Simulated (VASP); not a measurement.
Shape and ions are relaxed at each volume.

Here is the system:

Space group P3₁21 (No. 152); a = 4.3102 Å, b = 4.3102 Å, c = 5.9846 Å, α = 90.00°, β = 90.00°, γ = 120.00°

```json
[
 {"atom": "Te", "site": "3a", "symmetry": ".2.", "x": "0.7167", "y": "0.7167", "z": "0.0000"}
]
```

Level of theory: PBE GGA with D4 dispersion, VASP's PBE PAW potentials (set 64) (plane waves; VASP). Settings: 520 eV cut-off, 6×6×4 Γ-centred mesh, Gaussian smearing of 0.050 eV, potentials Te.

### Question
Give the energy at these volumes per atom, relative to the lowest: 30.24, 31.21, 32.17, 33.14, 34.10 Å³.

### Answer
13.1, 2.7, 0.0, 3.1, 10.9 meV/atom. A third-order Birch-Murnaghan fit gives B0 = 33.2 GPa and B0′ = 7.7.

Measured: bulk modulus 19.0 GPa (computed value off by +74.7 %), as given by Seho Yi et al., Inorganic Chemistry (2018), arXiv:1712.00894. The calculation is for a static lattice, while the measured bulk modulus holds thermal and zero-point effects, which are part of the difference.

The compound is Te in the trig structure. It was relaxed first, which changed the volume by -6 %.
